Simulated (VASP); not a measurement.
# Rb2LuH2 in VASP: the effect of target pressure

Rb2LuH2:

```
Rb Lu H
1.0
     3.84186    0.00000    0.00000
    -1.92093    3.32715    0.00000
     0.00000    0.00000   11.46518
Rb Lu H
2 1 2
Direct
  0.33333 0.66667 0.69882
  0.66667 0.33333 0.30118
  0.00000 0.00000 0.00000
  0.66667 0.33333 0.93863
  0.33333 0.66667 0.06137
```

The cell was built by a generator and needn't be a form met in nature.

Alike in all runs:

| Property | Result |
| --- | --- |
| Program | VASP 6.6.1 |
| Task | relaxation of cell and atoms |
| Functional | LDA |
| Potentials or basis | VASP PAW PBE potentials, release 64 (Rb_sv, Lu, H) |
| Cutoff | 600 eV |
| k mesh | 6 × 6 × 3 |
| Occupations | fermi-dirac, width 0.05 eV |
| Spin | no spin polarisation |

Each run relaxes the cell or the atoms first.

| target pressure | target pressure | relaxed volume (Å³/atom) |
| --- | --- | --- |
| 0 GPa | - | ? |
| 2 GPa | 2 GPa | 22.40 |
| 5 GPa | 5 GPa | 20.05 |

Question: What does the run with target pressure 0 GPa give?

Answer: Relaxed volume 25.89 Å³/atom.

Caveats: the PAW data sets were made with another functional, which shifts forces and pressure a little; the cell is relaxed towards a set pressure, so the enthalpy falls and the energy may rise (some runs); the volume moved by over 15 % at a fixed basis, so the end points are rough (some runs).
